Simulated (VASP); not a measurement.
The system is Mo.

```xyz
1
Lattice="-1.5734 1.5734 1.5734 1.5734 -1.5734 1.5734 1.5734 1.5734 -1.5734" Properties=species:S:1:pos:R:3 pbc="T T T"
Mo    0.0000    0.0000    0.0000
```

- Program: VASP 6.6.1
- Task: relaxation of cell and atoms
- Functional: PBE
- Potentials or basis: VASP PAW PBE potentials, release 64 (Mo_sv)
- Cutoff: 600 eV
- k mesh: 16 × 16 × 16
- Occupations: methfessel-paxton, width 0.1 eV
- Spin: no spin polarisation

At the start: pressure 3.8 GPa; volume 15.58 Å³/atom.

Where does the relaxation end?

Over 3 steps the energy falls by 2.6 meV/atom and the volume is 15.80 Å³/atom (+1.4 %); space group Im-3m (No. 229, to 0.05 Å).

Step by step:
```tsv
step	energy change (eV)	largest force (eV/Å)	pressure (GPa)	volume (Å³)
1	0.0000	0.0000	3.79	15.58
2	0.0163	0.0000	-9.34	16.43
3	-0.0026	0.0000	-0.05	15.80
```

Final structure:
```yaml
crystal:
  lattice:
    - [-1.58089, 1.58089, 1.58089]
    - [1.58089, -1.58089, 1.58089]
    - [1.58089, 1.58089, -1.58089]
  atoms:
    - { symbol: Mo, position: [0.00000, 0.00000, 0.00000] }
```
